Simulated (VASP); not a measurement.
The input files of a VASP run:

INCAR:
```
SYSTEM = CdTe
PREC = Accurate
ENCUT = 400
EDIFF = 1E-6
NELM = 60
ALGO = Normal
LREAL = .FALSE.
LASPH = .TRUE.
ISMEAR = 0
SIGMA = 0.05
GGA = PE
LMAXMIX = 4
LWAVE = .FALSE.
LCHARG = .FALSE.
ISIF = 2
IMIX = 1
AMIX = 1.5
BMIX = 0.0001
```

**KPOINTS**
```
Automatic mesh
0
Gamma
5 5 5
0 0 0
```

**POSCAR**
```
CdTe
1
    0.0000000000     3.3048000000     3.3048000000
    3.3048000000     0.0000000000     3.3048000000
    3.3048000000     3.3048000000     0.0000000000
Cd Te
1 1
Direct
  0.0000000000   0.0000000000   0.0000000000
  0.2500000000   0.2500000000   0.2500000000
```

POTCAR, in this order: Cd Te (PBE.64 set). Program: vasp_std.

What VASP printed:

**standard output**
```
...
DAV:  21    -0.743554479505E+04    0.27513E+03   -0.57536E+04   440   0.143E+03    0.650E+03
DAV:  22    -0.767879988161E+04   -0.24326E+03   -0.66781E+04   520   0.941E+02    0.679E+03
DAV:  23    -0.749039523645E+04    0.18840E+03   -0.58122E+04   440   0.147E+03    0.692E+03
DAV:  24    -0.770836978947E+04   -0.21797E+03   -0.66970E+04   520   0.937E+02    0.697E+03
DAV:  25    -0.749015343453E+04    0.21822E+03   -0.58233E+04   440   0.148E+03    0.698E+03
DAV:  26    -0.773292865798E+04   -0.24278E+03   -0.66914E+04   520   0.939E+02    0.697E+03
DAV:  27    -0.752453210701E+04    0.20840E+03   -0.58674E+04   440   0.151E+03    0.697E+03
DAV:  28    -0.775127728573E+04   -0.22675E+03   -0.67411E+04   520   0.922E+02    0.707E+03
DAV:  29    -0.756796917154E+04    0.18331E+03   -0.58921E+04   440   0.148E+03    0.712E+03
DAV:  30    -0.780901703126E+04   -0.24105E+03   -0.67715E+04   520   0.929E+02    0.706E+03
DAV:  31    -0.759494470356E+04    0.21407E+03   -0.59087E+04   440   0.151E+03    0.703E+03
DAV:  32    -0.779383421964E+04   -0.19889E+03   -0.67303E+04   520   0.924E+02    0.744E+03
DAV:  33    -0.764614345823E+04    0.14769E+03   -0.59781E+04   440   0.149E+03    0.764E+03
DAV:  34    -0.785863169423E+04   -0.21249E+03   -0.67460E+04   520   0.901E+02    0.787E+03
DAV:  35    -0.783253622805E+04    0.26095E+02   -0.62027E+04   440   0.156E+03    0.799E+03
DAV:  36    -0.789409247115E+04   -0.61556E+02   -0.67556E+04   520   0.888E+02    0.758E+03
DAV:  37    -0.770622471769E+04    0.18787E+03   -0.60323E+04   440   0.153E+03    0.738E+03
DAV:  38    -0.785376645825E+04   -0.14754E+03   -0.67528E+04   520   0.912E+02    0.731E+03
DAV:  39    -0.767256404562E+04    0.18120E+03   -0.59808E+04   440   0.156E+03    0.728E+03
DAV:  40    -0.787219191051E+04   -0.19963E+03   -0.67343E+04   520   0.888E+02    0.763E+03
DAV:  41    -0.784083734469E+04    0.31355E+02   -0.61989E+04   440   0.156E+03    0.782E+03
DAV:  42    -0.796093539914E+04   -0.12010E+03   -0.68258E+04   520   0.934E+02    0.768E+03
DAV:  43    -0.776156005661E+04    0.19938E+03   -0.60620E+04   440   0.155E+03    0.759E+03
DAV:  44    -0.792291654675E+04   -0.16136E+03   -0.68340E+04   520   0.939E+02    0.735E+03
DAV:  45    -0.767825627573E+04    0.24466E+03   -0.59413E+04   440   0.153E+03    0.723E+03
DAV:  46    -0.784240479449E+04   -0.16415E+03   -0.67023E+04   520   0.904E+02    0.734E+03
DAV:  47    -0.773202493070E+04    0.11038E+03   -0.60620E+04   440   0.153E+03    0.739E+03
DAV:  48    -0.789252218083E+04   -0.16050E+03   -0.67786E+04   520   0.925E+02    0.753E+03
DAV:  49    -0.770846063818E+04    0.18406E+03   -0.60273E+04   440   0.153E+03    0.761E+03
DAV:  50    -0.790283170690E+04   -0.19437E+03   -0.68246E+04   520   0.899E+02    0.769E+03
DAV:  51    -0.777710643567E+04    0.12573E+03   -0.60989E+04   440   0.157E+03    0.771E+03
DAV:  52    -0.787958539470E+04   -0.10248E+03   -0.67127E+04   520   0.887E+02    0.766E+03
DAV:  53    -0.786292674468E+04    0.16659E+02   -0.62565E+04   440   0.159E+03    0.763E+03
DAV:  54    -0.793761619835E+04   -0.74689E+02   -0.67791E+04   520   0.885E+02    0.751E+03
DAV:  55    -0.779405439584E+04    0.14356E+03   -0.61455E+04   440   0.160E+03    0.746E+03
DAV:  56    -0.787758040839E+04   -0.83526E+02   -0.67309E+04   520   0.865E+02    0.750E+03
DAV:  57    -0.783290743895E+04    0.44673E+02   -0.62045E+04   440   0.159E+03    0.753E+03
DAV:  58    -0.795200145067E+04   -0.11909E+03   -0.67803E+04   520   0.892E+02    0.753E+03
DAV:  59    -0.789256171824E+04    0.59440E+02   -0.62519E+04   440   0.162E+03    0.752E+03
DAV:  60    -0.799548697443E+04   -0.10293E+03   -0.67909E+04   520   0.899E+02

 -----------------------------------------------------------------------------
|                                                                             |
|           W    W    AA    RRRRR   N    N  II  N    N   GGGG   !!!           |
|           W    W   A  A   R    R  NN   N  II  NN   N  G    G  !!!           |
|           W    W  A    A  R    R  N N  N  II  N N  N  G       !!!           |
|           W WW W  AAAAAA  RRRRR   N  N N  II  N  N N  G  GGG   !            |
|           WW  WW  A    A  R   R   N   NN  II  N   NN  G    G                |
|           W    W  A    A  R    R  N    N  II  N    N   GGGG   !!!           |
|                                                                             |
|     The electronic self-consistency was not achieved in the given           |
|     number of steps (NELM). The forces and other quantities evaluated       |
|     might not be reliable so examine the results carefully. If you find     |
|     spurious results, we suggest increasing NELM, if you were close to      |
|     convergence or switching to a different ALGO or adjusting the           |
|     density mixing parameters otherwise.                                    |
|                                                                             |
 -----------------------------------------------------------------------------

   1 F= -.79954870E+04 E0= -.79954856E+04  d E =-.279480E-02
```

File OUTCAR:
```
------------------------ aborting loop EDIFF was not reached (unconverged)  ----------------------------
  FORCE on cell =-STRESS in cart. coord.  units (eV):
  Direction    XX          YY          ZZ          XY          YZ          ZX
  --------------------------------------------------------------------------------------
  Total     1456.8815550   1456.8815550   1456.8815550     -0.0000000     -0.0000000     -0.0000000
  in kB    32334.7334889  32334.7334889  32334.7334889     -0.0000000     -0.0000000     -0.0000000
  external PRESSURE =   32334.7334889 kB  Pullay stress =       0.0000000 kB
  volume of cell :       72.19
      direct lattice vectors                 reciprocal lattice vectors
     0.000000000  3.304800000  3.304800000    -0.151295086  0.151295086  0.151295086
     3.304800000  0.000000000  3.304800000     0.151295086 -0.151295086  0.151295086
     3.304800000  3.304800000  0.000000000     0.151295086  0.151295086 -0.151295086
  FREE ENERGIE OF THE ION-ELECTRON SYSTEM (eV)
  ---------------------------------------------------
  free  energy   TOTEN  =     -7995.4869744333 eV

  energy  without entropy=    -7995.4841796366  energy(sigma->0) =    -7995.48557703
```
(Selected blocks of OUTCAR.)

Task: Read input and log: which fault does this run have?
A) fractional coordinates stand under the word Cartesian
B) a metal was run with a tiny SIGMA on a coarse mesh
C) the mesh has unequal divisions along equivalent axes and breaks the lattice's symmetry
D) simple mixing (IMIX = 1) with AMIX above 1 overshoots

Result: D, simple mixing (IMIX = 1) with AMIX above 1 overshoots. The run did not converge; its last values are not results. Against the sound run, the energy per atom (σ→0) drops by 3995.346 eV/atom; the pressure rises by 3233.47 GPa; the band gap falls by 0.59 eV.

To mend it, remove IMIX, remove AMIX, remove BMIX.

The mended run (PBE GGA, plane waves, VASP's PBE PAW potentials (set 64)) converges, and its OSZICAR ends with
```
   1 F= -.47932102E+01 E0= -.47932102E+01  d E =-.165862E-12
```

The compound is CdTe in the zinc blende structure. The cell was not relaxed at this level.
